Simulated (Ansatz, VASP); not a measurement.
**BeCo2 in VASP and in Ansatz**

The input INCAR:

```
PREC = Accurate ; ENCUT = 520
EDIFF = 1E-6 ; ISMEAR = -1
SIGMA = 0.1 ; LREAL = False
LASPH = True ; NELM = 80
ALGO = Normal ; ISIF = 2
LWAVE = False ; LCHARG = True
LELF = True ; LVHAR = True
NBANDS = 29
```

File KPOINTS:

```
Automatic mesh
0
Gamma
  6 4 4
```

POSCAR

```
BeCo2
1.0
    2.9029180000      0.0000000000      0.0000000000
    0.0000000000      4.4557370000      0.0000000000
    0.0000000000      0.0000000000      4.3797800000
Co Be
4 2
Direct
    0.0000000000      0.3470000000      0.2580000000
    0.5000000000      0.1530000000      0.7580000000
    0.0000000000      0.6530000000      0.7420000000
    0.5000000000      0.8470000000      0.2420000000
    0.0000000000      0.0000000000      0.0000000000
    0.5000000000      0.5000000000      0.5000000000
```

Input for Ansatz:

```yaml
crystal:
  lattice:
    - [2.902918, 0.0, 0.0]
    - [0.0, 4.455737, 0.0]
    - [0.0, 0.0, 4.37978]
  atoms:
    - { symbol: Co, position: [0.0, 0.347, 0.258] }
    - { symbol: Co, position: [0.5, 0.153, 0.758] }
    - { symbol: Co, position: [0.0, 0.653, 0.742] }
    - { symbol: Co, position: [0.5, 0.847, 0.242] }
    - { symbol: Be, position: [0.0, 0.0, 0.0] }
    - { symbol: Be, position: [0.5, 0.5, 0.5] }
  symmetry: { tolerance: 0.0003 }
kpoints:
  mp_grid: { grid: [6, 4, 4], shift: [0, 0, 0] }
magnetization:
  spin_polarized: false
scf:
  occupations: { method: fermi_dirac }
hamiltonian:
  pseudopotentials: { kind: paw }
  xc: lda
basis:
  ecutwfc: 500
output:
  forces: true
  stress: true
  eigenvalues: true
```

The cell was built by a generator and needn't be a form met in nature.

Alike in both runs: task single point; functional LDA; k mesh 6 × 4 × 4; no spin polarisation.

```csv
,VASP,Ansatz
version,VASP 6.6.1,Ansatz 0.2.0
potentials or method,"VASP PAW LDA potentials, release 64 (Co, Be)",PAW plane waves
plane-wave cutoff (eV),520,500
occupations,"fermi-dirac, width 0.1 eV",fermi-dirac
valence electrons in the cell,40,72
```

Ansatz gave:

```
gap on the k mesh at the Fermi level (eV)       : none
pressure (GPa)                                  : 9.9
largest component of the traceless stress (GPa) : 3.35
rms of the force components (eV/Å)              : 0.641
```

**Question.** Estimate VASP's values.

**Answer.** gap on the k mesh at the Fermi level (eV): none; pressure (GPa): 10.5; largest component of the traceless stress (GPa): 3.41; rms of the force components (eV/Å): 0.644.

Atom by atom the forces differ by 0.007 eV/Å (rms over components). A gap of «none» marks a metal or a gap that the smearing closes. The two sets of potentials don't hold the same shells in valence.

Caveats: the k mesh is coarse (spacing up to 0.36 Å⁻¹), so the values aren't converged; forces of over 1 eV/Å show positions far from the minimum, so gaps and moduli don't describe the material at rest. Spin polarisation is off, so any magnetic state and its effect on volume and gap are missing.
